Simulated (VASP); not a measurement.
Output of a VASP run:

File OSZICAR:
```
       N       E                     dE             d eps       ncg     rms          rms(c)
DAV:   1    -0.512192740783E+03   -0.51219E+03   -0.21844E+01   728   0.123E+01    0.914E+00
DAV:   2    -0.512366797227E+03   -0.17406E+00   -0.81232E-01   856   0.156E+00    0.627E+00
DAV:   3    -0.512318624244E+03    0.48173E-01   -0.35152E-02   816   0.433E-01    0.365E+00
DAV:   4    -0.512298140837E+03    0.20483E-01   -0.19468E-02   816   0.263E-01    0.205E+00
DAV:   5    -0.512291994216E+03    0.61466E-02   -0.44856E-03   848   0.128E-01    0.114E+00
DAV:   6    -0.512289705253E+03    0.22890E-02   -0.98347E-04   832   0.726E-02    0.632E-01
DAV:   7    -0.512288933560E+03    0.77169E-03   -0.38894E-04   840   0.482E-02    0.349E-01
DAV:   8    -0.512288684547E+03    0.24901E-03   -0.11827E-04   848   0.268E-02    0.193E-01
DAV:   9    -0.512288605976E+03    0.78572E-04   -0.41203E-05   688   0.152E-02    0.106E-01
DAV:  10    -0.512288584149E+03    0.21826E-04   -0.16177E-05   464   0.961E-03    0.579E-02
DAV:  11    -0.512288579568E+03    0.45815E-05   -0.65146E-06   456   0.506E-03
   1 F= -.51228858E+03 E0= -.51228858E+03  d E =-.425834E-15  mag=     1.0000
```

OUTCAR:
```
------------------------ aborting loop because EDIFF is reached ----------------------------------------
  volume of cell :      866.68
      direct lattice vectors                 reciprocal lattice vectors
     4.868317893 -8.432173817  0.000000000     0.102704879 -0.059296690  0.000000000
     4.868317893  8.432173817  0.000000000     0.102704879  0.059296690  0.000000000
     0.000000000  0.000000000 10.556283981     0.000000000  0.000000000  0.094730305
  FREE ENERGIE OF THE ION-ELECTRON SYSTEM (eV)
  ---------------------------------------------------
  free  energy   TOTEN  =      -512.2885795680 eV

  energy  without entropy=     -512.2885795680  energy(sigma->0) =     -512.28857957

  exchange ACFDT corr.  =         0.00000000  see jH, gK, PRB 81, 115126

 total charge

# of ion       s       p       d       tot
------------------------------------------
    1        1.025   1.391   0.382   2.797
    2        1.022   1.378   0.377   2.777
    3        1.022   1.372   0.373   2.767
    4        1.041   1.239   0.279   2.559
    5        1.027   1.249   0.282   2.559
    6        1.022   1.379   0.378   2.778
    7        1.037   1.268   0.329   2.634
    8        1.041   1.238   0.278   2.557
    9        1.025   1.391   0.382   2.798
   10        1.024   1.385   0.378   2.788
   11        1.021   1.372   0.373   2.766
   12        1.025   1.351   0.358   2.734
   13        1.021   1.377   0.376   2.774
   14        1.022   1.351   0.363   2.736
   15        1.024   1.375   0.374   2.773
   16        1.023   1.262   0.330   2.615
   17        1.021   1.303   0.344   2.668
   18        1.022   1.378   0.376   2.776
   19        1.025   1.350   0.360   2.735
   20        1.021   1.303   0.344   2.668
   21        1.022   1.352   0.364   2.738
   22        1.025   1.349   0.360   2.735
   23        1.023   1.262   0.330   2.615
   24        1.025   1.392   0.382   2.799
   25        1.023   1.388   0.380   2.790
   26        1.024   1.379   0.375   2.778
   27        1.025   1.392   0.382   2.799
   28        1.025   1.392   0.383   2.800
   29        1.023   1.360   0.367   2.751
   30        1.024   1.380   0.376   2.779
   31        1.036   1.366   0.367   2.770
   32        1.027   1.384   0.379   2.789
   33        1.023   1.360   0.367   2.750
   34        1.024   1.393   0.382   2.799
   35        1.036   1.365   0.367   2.768
   36        1.249   2.414   0.000   3.663
   37        1.242   2.437   0.000   3.679
   38        1.244   2.439   0.000   3.683
   39        1.245   2.428   0.000   3.673
   40        1.242   2.437   0.000   3.679
   41        1.252   2.421   0.000   3.673
   42        1.245   2.428   0.000   3.673
   43        1.249   2.414   0.000   3.664
   44        1.243   2.444   0.000   3.687
   45        1.244   2.439   0.000   3.683
   46        1.242   2.444   0.000   3.686
   47        1.258   2.399   0.000   3.657
   48        1.251   2.423   0.000   3.674
   49        1.245   2.438   0.000   3.683
   50        1.246   2.446   0.000   3.691
   51        1.244   2.435   0.000   3.679
   52        1.243   2.439   0.000   3.681
...
```
(Selected blocks of OUTCAR.)

POSCAR:
```
Ga35CN35
1
    4.8683178927    -8.4321738171     0.0000000000
    4.8683178927     8.4321738171     0.0000000000
    0.0000000000     0.0000000000    10.5562839806
Ga N C
35 35 1
Direct
  0.2201578284   0.1119466888   0.2483109144
  0.1112916863   0.2242499009   0.9982732797
  0.2243874949   0.1146320599   0.7489103164
  0.1064626182   0.2291589788   0.4918692575
  0.2101199539   0.4388007399   0.2575262039
  0.1113372139   0.5539418177   0.9982605930
  0.2306740890   0.4488618710   0.7393983516
  0.1067181643   0.5444907068   0.4916730097
  0.2201426292   0.7756379839   0.2484457857
  0.1125997731   0.8897655265   0.9995355227
  0.2244468649   0.7767151274   0.7489004673
  0.1162164138   0.8917333595   0.5009006220
  0.5519566529   0.1096272888   0.2511670635
  0.4448099421   0.2247494497   0.0009913075
  0.5556221349   0.1113668919   0.7507557741
  0.4418329716   0.2305997525   0.5022046728
  0.5482731187   0.4486489041   0.2574872674
  0.4412816609   0.5541566296   0.0001449182
  0.5616900359   0.4489574587   0.7460153932
  0.5482743813   0.7668115183   0.2574388136
  0.4447296723   0.8871267840   0.0010733187
  0.5616745284   0.7796646152   0.7461286704
  0.4418512900   0.8782350270   0.5022639295
  0.8813861235   0.1066206510   0.2479909044
  0.7766779098   0.2218784985   0.9992237300
  0.8926967748   0.1151899149   0.7491433527
  0.7701668890   0.2186762822   0.5007414011
  0.8813147180   0.4418780857   0.2479073955
  0.7759429170   0.5555366438   0.0003160117
  0.8927201829   0.4445916002   0.7490597386
  0.7833276104   0.5626068156   0.5026989744
  0.8884274828   0.7777731636   0.2495846820
  0.7757860739   0.8874359760   0.0003726900
  0.8939995193   0.7804547623   0.7523545782
  0.7832663917   0.8878527931   0.5027462896
  0.2210030328   0.1173955003   0.4371512209
  0.1048919495   0.2194204551   0.1872867887
  0.2221654847   0.1127384555   0.9378278510
  0.1146700995   0.2264314719   0.6807875540
  0.1048299470   0.5528797875   0.1872805510
  0.2239626772   0.4454839141   0.9299295765
  0.1147276152   0.5552428493   0.6807268568
  0.2211354988   0.7708819356   0.4371721664
  0.1111474800   0.8892229071   0.1880684490
  0.2221206717   0.7763125723   0.9378142156
  0.1162005358   0.8916147292   0.6886605316
  0.5475748819   0.1073499792   0.4400600635
  0.4442028536   0.2260173795   0.1921883672
  0.5534111165   0.1101350179   0.9393684750
  0.4470059550   0.2257155756   0.6887762566
  0.5488367540   0.4775385874   0.4563588524
  0.4314786231   0.5493287736   0.1904781944
  0.5545111521   0.4464336203   0.9350884879
  0.4663950631   0.5667972132   0.6518480370
  0.5486449031   0.7383152396   0.4563417607
  0.4442022617   0.8854128835   0.1922258546
  0.5543472395   0.7750747293   0.9352044351
  0.4470314038   0.8884187259   0.6888173214
  0.8806295424   0.1075728531   0.4366757850
  0.7731298287   0.2201261837   0.1871870521
  0.8889110291   0.1110350053   0.9379093166
  0.7777442500   0.2224464671   0.6886120629
  0.8806841984   0.4402216162   0.4365982270
  0.7697254208   0.5541175086   0.1908665728
  0.8890035344   0.4449720926   0.9378315988
  0.7851467690   0.5591357051   0.6893394249
  0.8960622952   0.7816195711   0.4380372092
  0.7697707507   0.8827599681   0.1909600048
  0.8897627481   0.7784440200   0.9403773367
  0.7851054244   0.8930290643   0.6894266595
  0.5035702969   0.5853513740   0.5173106814
```

**Question.** Write an INCAR and KPOINTS that could have produced this output.

**Answer.** This is not unique; one that fits is the input of the run itself, HSE06 screened hybrid, plane waves, VASP's PBE PAW potentials (set 64).

### KPOINTS
```
kpoints
0
G
  1 1 1
```

### INCAR
```
# general
SYSTEM    =  Ga35CN35
PREC      =  Normal
ENCUT     =  400   # plane-wave cut-off (eV)
LREAL     =  Auto   # projection in real space or not
LASPH     =  .TRUE.   # aspherical one-centre terms
ISYM      =  0
NELECT    =  285.0

# electronic loop
EDIFF     =  1E-5   # SCF stop (eV)
NELM      =  50   # most electronic steps
NELMIN    =  4
ALGO      =  Normal
LMAXMIX   =  4

# smearing
ISMEAR    =  0   # Gaussian
SIGMA     =  0.05   # width (eV)

# functional
GGA       =  PE   # PBE
LHFCALC   =  .TRUE.
AEXX      =  0.25
HFSCREEN  =  0.2
PRECFOCK  =  Fast

# spin
ISPIN     =  2
MAGMOM    =  71*0.0141
NUPDOWN   =  1

# ions
ISIF      =  0

# output
LWAVE     =  .FALSE.
LCHARG    =  .FALSE.
LORBIT    =  10
```

POTCAR, in this order: Ga N C (PBE.64 set). Program: vasp_gam. Read from the step before: WAVECAR.

The cell is charged, with a uniform compensating background. The supercell is sampled at Γ alone, which is coarse: total energies, pressure and levels can be off, energies of defects by several tenths of an eV.

The cell is a supercell with a defect, built from GaN (wurtzite): C_Ga-vac_N, charge -1. The cell's shape comes from a PBE relaxation.
